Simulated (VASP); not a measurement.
# CuRu with PBE: from relaxation to properties

Aim: relax CuRu, then compute properties on the relaxed cell. The steps: full relaxation (PBE), second relaxation, single point with fields (PBE), bands along the symmetry lines (PBE), density of states (PBE), zone-centre phonons (PBE) and field gradients at the nuclei (PBE). The cell is invented: it takes the structure of COD entry 9008813, CuPd (space group 221 there), with some of its atoms replaced by other elements, volume scaled by an estimate. It may not be a known or stable phase. Left out of this account: 1 further run (elastic: elastic constants of a metal on too coarse a mesh).

Program: VASP 6.6.1. Level of theory: PBE; plane waves and PAW (Ru_pv, Cu); invented cell. Results are calculated unless marked as measured.

This is a report of a sequence of runs, with most program output left out.

## Step 1: Starting point

Before any relaxation, the start is as follows. Symmetry: Pm-3m, No. 221, cubic system. Conventional cell: a = 2.938 Å, b = 2.938 Å, c = 2.938 Å, α = 90.00°, β = 90.00°, γ = 90.00°. Ru has 8 Cu at 2.54 Å nearest. Nearest to Cu lie 8 Ru at 2.54 Å. It derives from CuPd. it takes the structure of COD entry 9008813, CuPd (space group 221 there), with some of its atoms replaced by other elements, volume scaled by an estimate. Farther neighbours are not listed.

Structure file:

```cif
data_structure
_symmetry_space_group_name_H-M 'Pm-3m'
_symmetry_Int_Tables_number 221
_cell_length_a 2.9381
_cell_length_b 2.9381
_cell_length_c 2.9381
_cell_angle_alpha 90.000
_cell_angle_beta 90.000
_cell_angle_gamma 90.000
_cell_volume 25.36
loop_
_atom_site_label
_atom_site_type_symbol
_atom_site_symmetry_multiplicity
_atom_site_Wyckoff_symbol
_atom_site_fract_x
_atom_site_fract_y
_atom_site_fract_z
_atom_site_occupancy
Ru1 Ru 1 b 0.50000 0.50000 0.50000 1
Cu1 Cu 1 a 0.00000 0.00000 0.00000 1
```

## Step 2: Full relaxation (PBE)

Properties are meant for the cell that this level of theory prefers, so cell and atoms are relaxed first (ISIF = 3) until forces and stress are small; EDIFFG sets the threshold. PBE, the usual starting point, adds the gradient of the density.

The input, INCAR:

```
SYSTEM = CuRu
PREC = Accurate
ENCUT = 400
EDIFF = 1E-06
NELM = 100
ISMEAR = 1
SIGMA = 0.2
LREAL = .FALSE.
ALGO = Normal
GGA = PE
LORBIT = 11
LWAVE = .FALSE.
LCHARG = .FALSE.
IBRION = 2
NSW = 60
ISIF = 3
EDIFFG = -0.01
```

The input, POSCAR:

```
CuRu
1.0
    2.9380580000      0.0000000000      0.0000000000
    0.0000000000      2.9380580000      0.0000000000
    0.0000000000      0.0000000000      2.9380580000
Ru Cu
1 1
Direct
    0.5000000000      0.5000000000      0.5000000000
    0.0000000000      0.0000000000      0.0000000000
```

The input, KPOINTS:

```
Automatic mesh
0
Gamma
8 8 8
0 0 0
```

PAW data sets: Ru_pv and Cu (PBE family, release 64).

Launch:

```bash
$ mpirun -np 1 vasp_std
```

The job ended after 29 s (1 MPI rank of AMD EPYC 7R43, shared host; peak memory 0.09 GiB).

This run has no spin polarisation. Its electron count is odd, so without a moment it is a metal by construction. The k-mesh is coarse for a metal. The run keeps the 48 symmetry operations of its start, so it cannot find a distortion of lower symmetry.

Relaxation path:

```tsv
step	energy less that of the first step (eV)	largest force (eV/Å)	pressure (GPa)	volume (Å³)
1	0.0000	0.0000	3.63	25.36
2	0.0057	0.0000	-5.35	26.43
3	-0.0049	0.0000	-0.10	25.80
```

```tsv
conventional cell, symmetrised	before	after	change
a (Å)	2.938	2.955	+0.6 %
b (Å)	2.938	2.955	+0.6 %
c (Å)	2.938	2.955	+0.6 %
volume (Å³/atom)	12.68	12.90	+1.7 %
```

Final coordinates:

```xyz
2
Lattice="2.9548 0.0000 0.0000 0.0000 2.9548 0.0000 0.0000 0.0000 2.9548" Properties=species:S:1:pos:R:3 pbc="T T T"
Ru    1.4774    1.4774    1.4774
Cu    0.0000    0.0000    0.0000
```

Numbers from this step:

```yaml
electrons: 25
bands: 16
irreducible_k_points: 35
symmetry_operations: 48
free_energy_toten: -12.04 eV
energy_at_zero_smearing: -12.04 eV
fermi_energy: 10.04 eV
pressure: -0.09889 GPa
metallic: yes
scf_cycles_over_all_ionic_steps: 32
```

It ends with forces that vanish by symmetry and a pressure of -0.10 GPa.

## Step 3: Second relaxation

A relaxation keeps the plane waves of the cell it began with, so it is repeated from the new cell, on a basis made for it.

INCAR is that of step 2.

The input, POSCAR:

```
CuRu
1.0
    2.9548265623      0.0000000000      0.0000000000
    0.0000000000      2.9548265623      0.0000000000
    0.0000000000      0.0000000000      2.9548265623
Ru Cu
1 1
Direct
    0.5000000000      0.5000000000      0.5000000000
    0.0000000000      0.0000000000      0.0000000000
```

KPOINTS is that of step 2.

Launch:

```bash
$ mpirun -np 1 vasp_std
```

Wall time 24 s (1 MPI rank); peak memory 0.09 GiB.

Little changed from the start: no atom moved by 0.005 Å and no cell edge by 0.1 %.

This step gave:

```
free energy (TOTEN)             : -12.05 eV
Fermi energy                    : 10.05 eV
pressure                        : 0.07866 GPa
SCF cycles over all ionic steps : 28
```

It ends with forces that vanish by symmetry and a pressure of 0.08 GPa. The volume moved by only 0.07 %, so the volume is settled.

## Step 4: Single point with fields (PBE)

A single point on the relaxed cell gives a clean self-consistent state, with density, ELF and potential written out.

Edit INCAR of step 3 so:

```diff
@@ -12,6 +12,5 @@
 LWAVE = .FALSE.
-LCHARG = .FALSE.
-IBRION = 2
-NSW = 60
-ISIF = 3
-EDIFFG = -0.01
+LCHARG = .TRUE.
+ISIF = 2
+LELF = .TRUE.
+LVHAR = .TRUE.
```

The input, POSCAR:

```
CuRu
1.0
    2.9541331336      0.0000000000      0.0000000000
    0.0000000000      2.9541331336      0.0000000000
    0.0000000000      0.0000000000      2.9541331336
Ru Cu
1 1
Direct
    0.5000000000      0.5000000000      0.5000000000
    0.0000000000      0.0000000000      0.0000000000
```

KPOINTS is that of step 3.

Launch:

```bash
$ mpirun -np 1 vasp_std
```

Wall time 19 s (1 MPI rank); peak memory 0.1 GiB.

This step gave:

```yaml
scf_cycles: 14
pressure: -0.1435 GPa
```

Valence electrons inside each PAW sphere by angular momentum. Sphere charges, by row:

```tsv
atom	s (e)	p (e)	d (e)	tot (e)
Ru1	0.34	6.232	5.955	12.53
Cu2	0.51	0.478	9.099	10.09
```

Electrostatic potential energy in the ac plane at fractional y = 0.000, with atoms of Cu within 0.2 Å of it. With pseudopotentials it is smooth inside the atoms' cores, unlike the true potential.

Values in eV, 15 rows by 15 columns:
```
-50 -50 -43 -32 -18  -3   1   2   2   1  -3 -18 -32 -43 -50
-45 -43 -36 -26 -12  -1   1   2   2   1  -1 -12 -26 -36 -43
-34 -32 -26 -17  -4   0   1   2   2   1   0  -4 -17 -26 -32
-20 -18 -12  -4   0   0   1   2   2   1   0   0  -4 -12 -18
 -4  -3  -1   0   0   1   1   1   1   1   1   0   0  -1  -3
  1   1   1   1   1   1   1   0   0   1   1   1   1   1   1
  2   2   2   2   2   1   0   0   0   0   1   2   2   2   2
  2   2   2   2   2   1   0   0   0   0   1   2   2   2   2
  1   1   1   1   1   1   1   0   0   1   1   1   1   1   1
 -4  -3  -1   0   0   1   1   1   1   1   1   0   0  -1  -3
-20 -18 -12  -4   0   0   1   2   2   1   0   0  -4 -12 -18
-34 -32 -26 -17  -4   0   1   2   2   1   0  -4 -17 -26 -32
-45 -43 -36 -26 -12  -1   1   2   2   1  -1 -12 -26 -36 -43
-50 -50 -43 -32 -18  -3   1   2   2   1  -3 -18 -32 -43 -50
-50 -50 -45 -34 -20  -4   1   2   2   1  -4 -20 -34 -45 -50
```
Columns run along a (3.0 Å; values clipped at the 3rd and 97th percentile), rows up along c (3.0 Å). Atoms in or near the plane, at fractional coordinates: Cu at (0.00, 0.00).

ELF in the ac plane at fractional y = 0.000, with atoms of Cu within 0.2 Å of it. It is the smooth field of the valence electrons, not physical close to the nuclei.

Ten even steps from '0' (0.00) to '9' (0.32):
```
000366677666300
002566788766520
235666888866653
666678999987666
666689999998666
567899999999876
778899999999887
778899999999887
567899999999876
666689999998666
666678999987666
235666888866653
002566788766520
000366677666300
100266577566200
```
Columns run along a (3.0 Å), rows up along c (3.0 Å). Atoms in or near the plane, at fractional coordinates: Cu at (0.00, 0.00).

Valence density in the ac plane at fractional y = 0.000, with atoms of Cu within 0.2 Å of it. It is the smooth field of the valence electrons, not physical close to the nuclei.

Values in e/Å³, 15 rows by 15 columns:
```
15 12  7  3  1  0  0  0  0  0  0  1  3  7 12
 9  7  4  1  1  0  0  0  0  0  0  1  1  4  7
 3  3  1  1  0  0  0  0  0  0  0  0  1  1  3
 1  1  1  0  0  0  0  0  0  0  0  0  0  1  1
 0  0  0  0  0  0  0  0  0  0  0  0  0  0  0
 0  0  0  0  0  0  0  0  0  0  0  0  0  0  0
 0  0  0  0  0  0  0  0  0  0  0  0  0  0  0
 0  0  0  0  0  0  0  0  0  0  0  0  0  0  0
 0  0  0  0  0  0  0  0  0  0  0  0  0  0  0
 0  0  0  0  0  0  0  0  0  0  0  0  0  0  0
 1  1  1  0  0  0  0  0  0  0  0  0  0  1  1
 3  3  1  1  0  0  0  0  0  0  0  0  1  1  3
 9  7  4  1  1  0  0  0  0  0  0  1  1  4  7
15 12  7  3  1  0  0  0  0  0  0  1  3  7 12
17 15  9  3  1  0  0  0  0  0  0  1  3  9 15
```
Columns run along a (3.0 Å), rows up along c (3.0 Å). Atoms in or near the plane, at fractional coordinates: Cu at (0.00, 0.00).

In this run the pressure is -0.14 GPa, small enough to go on.

## Step 5: Bands along the symmetry lines (PBE)

The mesh alone shows little of the dispersion and can miss band extrema, so KPOINTS_OPT adds a path through the symmetry points after the self-consistent cycle.

Edit INCAR of step 4 so:

```diff
@@ -12,5 +12,2 @@
 LWAVE = .FALSE.
-LCHARG = .TRUE.
-ISIF = 2
-LELF = .TRUE.
-LVHAR = .TRUE.
+LCHARG = .FALSE.
```

POSCAR is that of step 4.

KPOINTS is that of step 4.

The input, KPOINTS_OPT:

```
Line mode
16
Line-mode
Reciprocal
  0.00000000   0.00000000   0.00000000 GAMMA
  0.00000000   0.50000000   0.00000000 X

  0.00000000   0.50000000   0.00000000 X
  0.50000000   0.50000000   0.00000000 M

  0.50000000   0.50000000   0.00000000 M
  0.00000000   0.00000000   0.00000000 GAMMA

  0.00000000   0.00000000   0.00000000 GAMMA
  0.50000000   0.50000000   0.50000000 R

  0.50000000   0.50000000   0.50000000 R
  0.00000000   0.50000000   0.00000000 X

  0.50000000   0.50000000   0.00000000 M
  0.50000000   0.50000000   0.50000000 R
```

Launch:

```bash
$ mpirun -np 1 vasp_std
```

Elapsed: 25 s, on 1 MPI rank; peak memory 0.1 GiB.

Spin-orbit coupling is off here; it would split degenerate levels.

Electronic bands along the path, in eV, zero at the Fermi level; # counts the bands kept:

```tsv
point	#6	#7	#8	#9	#10	#11
Γ	-3.27	-1.48	-1.48	0.53	0.53	0.53
0.53 of the way	-3.03	-2.10	-1.27	-0.78	-0.78	0.26
X	-3.15	-2.81	-1.69	-1.69	-1.55	0.00
0.53 of the way	-2.45	-2.19	-1.74	-0.42	-0.02	0.19
M	-2.14	-1.10	0.29	0.29	0.43	0.43
0.53 of the way	-3.00	-1.72	-1.38	-1.30	-0.85	0.38
Γ	-3.27	-1.48	-1.48	0.53	0.53	0.53
0.47 of the way	-3.66	-1.41	-1.41	-0.66	-0.66	-0.37
R	-3.71	-2.37	-2.37	1.16	1.16	5.54
0.47 of the way	-3.07	-2.14	-1.88	-0.85	0.26	2.93
X	-3.15	-2.81	-1.69	-1.69	-1.55	0.00
jump to M	-2.14	-1.10	0.29	0.29	0.43	0.43
0.47 of the way	-2.39	-2.39	-2.16	-0.43	1.11	4.05
R	-3.71	-2.37	-2.37	1.16	1.16	5.54
```

Of the projections kept (Ru, Cu), the largest for each band there; the rest of the weight can lie on other orbitals:

```tsv
point	#6	#7	#8	#9	#10	#11
Γ	Cu 0.86	Cu 0.54	Cu 0.54	Ru 0.84	Ru 0.84	Ru 0.84
X	Cu 0.99	Cu 1.00	Ru 0.94	Ru 0.94	Cu 0.94	Ru 1.00
M	Cu 0.84	Ru 0.58	Ru 0.67	Ru 0.67	Cu 0.57	Cu 0.57
Γ	Cu 0.86	Cu 0.54	Cu 0.54	Ru 0.84	Ru 0.84	Ru 0.84
R	Cu 0.96	Cu 1.00	Cu 1.00	Ru 1.00	Ru 1.00	Cu 1.00
X	Cu 0.99	Cu 1.00	Ru 0.94	Ru 0.94	Cu 0.94	Ru 1.00
```

There is no gap at this level.

## Step 6: Density of states (PBE)

A density of states needs more k-points than a total energy; ISMEAR = -5 takes tetrahedra, and LORBIT projects the states on the PAW spheres. The mesh is finer than in the run before.

Edit INCAR of step 5 so:

```diff
@@ -5,3 +5,3 @@
 NELM = 100
-ISMEAR = 1
+ISMEAR = -5
 SIGMA = 0.2
@@ -13 +13,2 @@
 LCHARG = .FALSE.
+NEDOS = 2001
```

POSCAR is that of step 5.

The input, KPOINTS:

```
Automatic mesh
0
Gamma
11 11 11
0 0 0
```

Launch:

```bash
$ mpirun -np 1 vasp_std
```

The job ended after 21 s (1 MPI rank; peak memory 0.1 GiB).

With tetrahedra the forces and stress of a metal are not exact derivatives of the energy.

Numbers from this step:

```yaml
scf_cycles: 15
irreducible_k_points: 56
fermi_energy: 9.994 eV
pressure: -0.2475 GPa
dos_at_the_fermi_level: 2.113 states/eV/cell
```

The density of states has structure finer than the step of the table below, so its rows give means over 0.5 eV, whole bins alone (the curve runs from -12.0 to 6.49 eV). Peaks (eV: height): total -4.53: 5.10, -3.79: 6.55, -3.29: 9.75, -1.72: 5.45, -1.36: 7.81, -1.01: 3.69, 0.18: 6.61; Cu d -3.79: 4.30, -3.23: 7.38, -2.96: 3.98, -1.72: 2.55, -1.36: 3.03; Ru d -4.53: 1.26, -4.15: 1.82, -1.36: 3.89, -0.95: 2.31, 0.18: 4.96, 0.53: 2.53.

States under -12.0 eV and over 6.5 eV are left out. Table of density of states by energy, zero at the Fermi level; means over each step; values in states/eV/cell:

```tsv
energy (eV)	total	Cu d	Ru d
-9.0	0	0	0
-8.5	0.00924	0	0
-8.0	0.0879	6.8e-5	2.1e-4
-7.5	0.147	7.0e-4	0.00152
-7.0	0.208	0.00248	0.00493
-6.5	0.286	0.00804	0.0144
-6.0	0.506	0.0391	0.0706
-5.5	1.47	0.219	0.407
-5.0	2.06	0.606	0.656
-4.5	3.32	1.55	0.862
-4.0	5.20	3.08	1.36
-3.5	5.55	4.04	0.831
-3.0	4.22	3.02	0.507
-2.5	1.30	0.819	0.240
-2.0	3.41	1.96	1.06
-1.5	4.57	1.82	2.16
-1.0	3.09	0.681	1.91
-0.5	2.02	0.338	1.36
0.0	2.93	0.497	2.10
0.5	2.37	0.402	1.72
1.0	0.664	0.0828	0.448
1.5	0.268	0.0451	0.114
2.0	0.274	0.0367	0.115
2.5	0.657	0.0384	0.337
3.0	0.671	0.0412	0.311
3.5	0.598	0.0404	0.244
4.0	0.525	0.0381	0.187
4.5	0.476	0.0348	0.155
5.0	0.434	0.0313	0.125
5.5	0.393	0.0264	0.0977
6.0	0.308	0.0181	0.0702
```

The finer mesh and the other smearing move the Fermi level by -0.05 eV from the 8×8×8 run, one measure of the sampling error in the zero of the bands above. Of the states within 0.3 eV of the Fermi level, the largest shares in the PAW spheres are Ru d 72 % and Cu d 17 %. The rest lies in smaller channels or between the spheres.

## Step 7: Zone-centre phonons (PBE)

Zone-centre modes test whether the atoms sit at a minimum within this cell. IBRION = 8 takes the force constants from linear response, which needs tightly converged orbitals.

The input, INCAR:

```
SYSTEM = CuRu
PREC = Accurate
ENCUT = 400
EDIFF = 1E-08
NELM = 100
ISMEAR = 1
SIGMA = 0.2
LREAL = .FALSE.
ALGO = Normal
GGA = PE
LORBIT = 11
LWAVE = .FALSE.
LCHARG = .FALSE.
IBRION = 8
ISIF = 2
```

POSCAR is that of step 6.

The input, KPOINTS:

```
Automatic mesh
0
Gamma
8 8 8
0 0 0
```

Launch:

```bash
$ mpirun -np 1 vasp_std
```

It took 1.9 min on 1 MPI rank; peak memory 0.14 GiB.

Energies printed during the response cycles are not total energies of the cell.

Numbers from this step:

* irreducible k-points: 35
* pressure of the cell: 0.08306 GPa
* largest force of the cell: 0 eV/Å
* Fermi energy: 10.05 eV

The modes at Γ (shares of kinetic energy by element, %):

```tsv
mode	frequency (cm⁻¹)	symmetry	Ru %	Cu %
1	-0.2	acoustic	61	39
2	-0.2	acoustic	61	39
3	-0.2	acoustic	61	39
4	246.9	T1u	39	61
5	246.9	T1u	39	61
6	246.9	T1u	39	61
```

Displacements in mode 4 (246.9 cm⁻¹), the largest set to 1:
```
Ru1  0.00  0.00 -0.63
Cu2  0.00  0.00  1.00
```

The three acoustic modes lie within 0.2 cm⁻¹ of zero, and all others are real. By the characters of their eigenvectors the optical modes sort into (cm⁻¹) infrared active: T1u 247.

## Step 8: Field gradients at the nuclei (PBE)

Field gradients probe how far the charge around each nucleus departs from cubic symmetry; LASPH keeps the non-spherical terms inside the spheres.

Edit INCAR of step 7 so:

```diff
@@ -3,3 +3,3 @@
 ENCUT = 400
-EDIFF = 1E-08
+EDIFF = 1E-07
 NELM = 100
@@ -13,3 +13,3 @@
 LCHARG = .FALSE.
-IBRION = 8
-ISIF = 2
+LEFG = .TRUE.
+LASPH = .TRUE.
```

POSCAR is that of step 7.

KPOINTS is that of step 7.

Launch:

```bash
$ mpirun -np 1 vasp_std
```

Wall time 25 s (1 MPI rank); peak memory 0.1 GiB.

This step gave:

| Item | Value |
| --- | --- |
| SCF cycles | 16 |
| energy at zero smearing | -12.05 eV |
| pressure | 0.04542 GPa |

Electric field gradients, by row:

```tsv
atom	Vxx (V/Å²)	Vyy (V/Å²)	Vzz (V/Å²)	asymmetry
Ru1	0	0	0	-
Cu2	0	0	0	-
```

All gradients vanish within the noise.

The run ends at a pressure of 0.05 GPa.

## Step 9: Results

- relaxed volume: 12.89 Å³/atom
- relaxed conventional cell a, b, c: 2.954, 2.954, 2.954 Å
- space group after relaxing, within 0.02 Å: Pm-3m (No. 221)
- band gap: none, a metal
- DOS at the Fermi level: 2.11 states/eV/cell
- highest zone-centre mode: 247 cm⁻¹
- largest field gradient Vzz: zero within the noise on all sites

What this shows: With PBE, CuRu relaxes to 12.89 Å³/atom in space group Pm-3m (held by the symmetry of the run) and comes out as a metal. Bands along the symmetry lines (PBE): Of the bands kept, 4 cross the Fermi level on this path. Zone-centre phonons (PBE): The highest mode in this list at Γ, 246.9 cm⁻¹, has its largest share on Cu (61 % of the kinetic energy). Spin-orbit coupling is left out; it would split some degenerate bands. The k-sampling is coarse for a metal, so the Fermi level, pressures and the shape of the cell carry errors. With an odd electron count and no spin the cell is a metal by construction. Modes at Γ alone can't show that the crystal is stable at other wave vectors. No search among competing phases was made. All values are for a static lattice at zero temperature.

[Lines on the potential files, build, host, timing and source positions are cut from VASP's logs without a mark.]

[Logs are printed without paths, hosts, clocks, repeated set-up lines and the standing remarks that a program may print on its own settings, such as how far it seeks lower states.]

[Hosts, paths, dates, database ids (printed as entryN), source tags and the programs' standing remarks are cut or masked in the printed files.]

[A measured line is paired with the nearest computed mode of its activity, which favours agreement.]
